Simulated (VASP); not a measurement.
A convergence study with VASP on SrVO3 (cubic perovskite): one setting is varied, all else stays as given below, so the limit is that of these other settings.

```xyz
5
Lattice="3.8400 0.0000 0.0000 0.0000 3.8400 0.0000 0.0000 0.0000 3.8400" Properties=species:S:1:pos:R:3 pbc="T T T"
Sr     0.0000     0.0000     0.0000
V      1.9200     1.9200     1.9200
O      1.9200     0.0000     1.9200
O      0.0000     1.9200     1.9200
O      1.9200     1.9200     0.0000
```

Level of theory: PBE GGA, VASP's PBE PAW potentials (set 64) (plane waves; VASP 6.6.1). The tightest run used: 700 eV cut-off, 17×17×17 Γ-centred mesh, first-order Methfessel-Paxton smearing of 0.10 eV, potentials Sr_sv V_sv O.

Q: The settings run are 1×1×1 mesh; 2×2×2 mesh; 3×3×3 mesh; 4×4×4 mesh; 5×5×5 mesh; 6×6×6 mesh; 7×7×7 mesh; 8×8×8 mesh; 9×9×9 mesh; 10×10×10 mesh; 11×11×11 mesh; 12×12×12 mesh; 13×13×13 mesh; 14×14×14 mesh; 15×15×15 mesh; 16×16×16 mesh; 17×17×17 mesh. From which on does the energy per atom stay within 0.002 eV/atom of the tightest run?

A: From 11×11×11 mesh on: it is off by 0.0006 there and by no more than 0.002 in any finer run, while 10×10×10 mesh is off by 0.0027.
```tsv
setting	E (eV/atom)	pressure (GPa)	irreducible k-points	difference judged (eV/atom)
1×1×1 mesh	-4.0990	59.63	1	3.7581
2×2×2 mesh	-7.7831	3.74	4	0.0741
3×3×3 mesh	-7.8377	3.49	4	0.0194
4×4×4 mesh	-7.8285	3.80	10	0.0286
5×5×5 mesh	-7.8433	3.50	10	0.0138
6×6×6 mesh	-7.8541	3.26	20	0.0030
7×7×7 mesh	-7.8602	3.14	20	0.0031
8×8×8 mesh	-7.8559	3.24	35	0.0013
9×9×9 mesh	-7.8529	3.31	35	0.0043
10×10×10 mesh	-7.8544	3.27	56	0.0027
11×11×11 mesh	-7.8578	3.19	56	0.0006
12×12×12 mesh	-7.8582	3.18	84	0.0010
13×13×13 mesh	-7.8563	3.23	84	0.0008
14×14×14 mesh	-7.8560	3.24	120	0.0012
15×15×15 mesh	-7.8568	3.21	120	0.0003
16×16×16 mesh	-7.8577	3.19	165	0.0005
17×17×17 mesh	-7.8571	3.21	165	0.0000
```

Left out are rungs that failed or repeat a setting and relaxations that didn't move; long series are thinned to 24 rows.

The compound is SrVO3 in the cubic perovskite structure. The cell was not relaxed at this level. The run is not spin-polarised, so no magnetic state was tried. The electron count is odd and the run is not spin-polarised, which forces a metal.
